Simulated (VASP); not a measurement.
Shape and ions are relaxed at each volume.

Here is the system:

```
Co
1.0
    1.22772    -2.12647     0.00000
    1.22772     2.12647     0.00000
    0.00000     0.00000     3.96054
Co
2
Direct
  0.33333   0.66667   0.25000
  0.66667   0.33333   0.75000
```
Starting moments (μB, in the order of the record's atoms Co Co): 1.6 1.6.

Method: PBEsol GGA, VASP's PBE PAW potentials (set 64) (plane waves; VASP). Run with 520 eV cut-off, 17×17×9 Γ-centred mesh, first-order Methfessel-Paxton smearing of 0.10 eV, potentials Co.

**Question.** Give the energy at these volumes per atom, relative to the lowest: 9.72, 10.03, 10.34, 10.65, 10.96 Å³.

**Answer.** 32.0, 7.7, 0.0, 6.6, 25.0 meV/atom. A third-order Birch-Murnaghan fit gives B0 = 243 GPa and B0′ = 4.6.

Measured: bulk modulus 193 GPa at 0 K (computed value off by +25.7 %), as given by Vázquez-Parga, Fernández-Martínez, Viñes, J. Chem. Theory Comput. (2023), doi:10.1021/acs.jctc.3c00612, Supporting … [zero-point energy and finite temperature contributions removed].

The compound is Co in the hcp structure. It was relaxed first, which changed the volume by -7 %.
